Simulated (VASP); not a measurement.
Runs of VASP 6.6.1 on Fe. The structure is cubic, space group Im-3m (No. 229). Conventional cell: a = 2.860 Å, b = 2.860 Å, c = 2.860 Å, α = 90.00°, β = 90.00°, γ = 90.00°. Around Fe (site symmetry m-3m) lie 8 Fe at 2.48 Å. 

| task | cell | cutoff (eV) | smearing | gap on the mesh (eV) | pressure (GPa) | moment (μB) |
| --- | --- | --- | --- | --- | --- | --- |
| band structure | Im-3m, 11.7 Å³/atom | 520 | methfessel-paxton 0.1 eV | - | 0.1 | 2.62 |
| single point | Im-3m, 12.02 Å³/atom | 600 | methfessel-paxton 0.1 eV | none | -4.8 | 2.64 |
| relaxation of cell and atoms | relaxed | 600 | methfessel-paxton 0.1 eV | none | 0.0 | 2.62 |
| density of states | Im-3m, 11.7 Å³/atom | 520 | tetrahedron | none | (a) | 2.62 |

Alike in all rows: level r2SCAN; potentials or basis VASP PAW PBE potentials, release 64 (Fe); spin collinear, ferromagnetic start; k mesh 18 × 18 × 18.

Problem. Fill in the values left out.

Solution. (a) 0.2.

Caveats: the PAW data sets were made with another functional, which shifts forces and pressure a little; the relaxation stopped at its first step, so nothing moved (some runs); tetrahedron occupations give inexact forces and stress in metals (some runs).

A gap of «none» marks a metal or a gap under the smearing width.

Runs at the PBE level aren't shown here.
